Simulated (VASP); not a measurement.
```
CELL_PARAMETERS angstrom
      2.78246     0.00000     0.00000
      0.00000     2.78246     0.00000
      0.00000     0.00000     2.78246
ATOMIC_POSITIONS crystal
  B  0.00000 0.00000 0.00000
  As 0.50000 0.50000 0.50000
```

All values below come from PBEsol GGA, VASP's PBE PAW potentials (set 64) (plane waves; VASP). Run with 620 eV cut-off, 13×13×13 Γ-centred mesh, first-order Methfessel-Paxton smearing of 0.10 eV, potentials B As.

What does the run give for the energy per atom (σ→0), pressure, band gap (on the k-mesh) with the smallest direct gap where there is one?

The band gap (on the k-mesh) comes out as none (metal, semimetal or under 0.01 eV), the energy per atom (σ→0) is -4.558 eV/atom and the pressure is 19.93 GPa.

The structure was generated: BAs was put into the CsCl type type (Pm-3m), which need not be its known phase. It was relaxed first under an external pressure of 20 GPa. VASP warned that the highest band is occupied, so more bands are needed.
